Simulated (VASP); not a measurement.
Level of theory: r2SCAN meta-GGA, VASP's PBE PAW potentials (set 64) (plane waves; VASP).

VASP ran on this input.

KPOINTS:
```
Automatic mesh
0
Gamma
6 4 4
0 0 0
```

POSCAR:
```
Zn3CdSe4
1.0
  4.0824512491   0.0000000000   0.0000000000
  0.0000000000   4.0878733824   5.7802660774
  0.0000000000  -4.0878733824   5.7802660774
Zn Cd Se
3 1 4
Cart
  0.0000000000   0.0000000000  11.5570489688
  2.0412256246   2.0322267363   8.6691099046
  2.0412256246  -2.0322267363   8.6691099046
  0.0000000000   0.0000000000   5.7976785925
  2.0412256246  -0.0000000000   4.1919838407
  0.0000000000  -2.1379563327   7.2926210348
  0.0000000000   2.1379563327   7.2926210348
  2.0412256246   0.0000000000  10.1126379663
```

### INCAR
```
! general
SYSTEM   =  Zn3CdSe4
PREC     =  Accurate
ENCUT    =  400
LREAL    =  .FALSE.
LASPH    =  .TRUE.

! electronic loop
EDIFF    =  1E-7
NELM     =  100
ALGO     =  Normal
LMAXMIX  =  4
LMIXTAU  =  .TRUE.

! smearing
ISMEAR   =  -5

! functional
METAGGA  =  R2SCAN

! ions
ISIF     =  2

! output
LWAVE    =  .FALSE.
LCHARG   =  .FALSE.
LORBIT   =  11
NEDOS    =  601

! other
LEFG     =  .TRUE.
```

**KPOINTS_OPT**
```
k-points along high-symmetry lines
5
Line-mode
Reciprocal
  0.000000   0.000000   0.000000 ! GAMMA
  0.000000   0.500000   0.500000 ! Y

  0.000000   0.500000   0.500000 ! Y
  0.000000   0.625162   0.374838 ! C_0

  0.000000   0.374838  -0.374838 ! SIGMA_0
  0.000000   0.000000   0.000000 ! GAMMA

  0.000000   0.000000   0.000000 ! GAMMA
  0.500000   0.000000   0.000000 ! Z

  0.500000   0.000000   0.000000 ! Z
  0.500000   0.374838  -0.374838 ! A_0

  0.500000   0.625162   0.374838 ! E_0
  0.500000   0.500000   0.500000 ! T

  0.500000   0.500000   0.500000 ! T
  0.000000   0.500000   0.500000 ! Y

  0.000000   0.000000   0.000000 ! GAMMA
  0.000000   0.500000   0.000000 ! S

  0.000000   0.500000   0.000000 ! S
  0.500000   0.500000   0.000000 ! R

  0.500000   0.500000   0.000000 ! R
  0.500000   0.000000   0.000000 ! Z

  0.500000   0.000000   0.000000 ! Z
  0.500000   0.500000   0.500000 ! T
```

POTCAR, in this order: Zn Cd Se (PBE.64 set). Program: vasp_std.

### Question
What does the run give for the energy per atom (σ→0), band gap (over mesh and band path)?

### Answer

```yaml
energy per atom (σ→0): -13.807 eV/atom
band gap (over mesh and band path): 1.48 eV
```

OSZICAR:
```
...
DAV:  24    -0.110455468489E+03    0.10317E-05   -0.14282E-06  2898   0.955E-03    0.183E-03
DAV:  25    -0.110455468842E+03   -0.35272E-06   -0.27564E-07  1719   0.632E-03    0.986E-04
DAV:  26    -0.110455468652E+03    0.18985E-06   -0.61093E-08  1528   0.293E-03    0.671E-04
DAV:  27    -0.110455468920E+03   -0.26804E-06   -0.80753E-08  1605   0.226E-03    0.392E-04
DAV:  28    -0.110455468876E+03    0.43930E-07   -0.15876E-08  1327   0.142E-03
   1 F= -.11045547E+03 E0= -.11045547E+03  d E =0.000000E+00
       N       E                     dE             ncg
       N       E                     dE             ncg
```

The structure comes from a computed database's Zn3CdSe4 entry (Amm2); how it stands against other phases isn't given here. It was relaxed first.
